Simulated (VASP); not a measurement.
Given:

```xyz
2
Lattice="0.0000 2.1950 2.1950 2.1950 0.0000 2.1950 2.1950 2.1950 0.0000" Properties=species:S:1:pos:R:3 pbc="T T T"
Nb     0.0000     0.0000     0.0000
N      2.1950     2.1950     2.1950
```

Method: PBE GGA, VASP's PBE PAW potentials (set 64) (plane waves; VASP). Run with 400 eV cut-off, 17×17×17 Γ-centred mesh, Gaussian smearing of 0.14 eV, potentials Nb_sv N.

At this cut-off the stress carries a Pulay error, which pulls relaxed volumes low.

Question: What does the run give for the energy per atom (σ→0), pressure, band gap (on the k-mesh) with the smallest direct gap where there is one?

Answer: 
The band gap (on the k-mesh) is none (metal, semimetal or under 0.01 eV) and the energy per atom (σ→0) is -10.264 eV/atom. The pressure is 2.62 GPa.

The structure is a typed NbN crystal (Fm-3m). The cell was not relaxed at this level. VASP warned that the highest band is occupied, so more bands are needed.
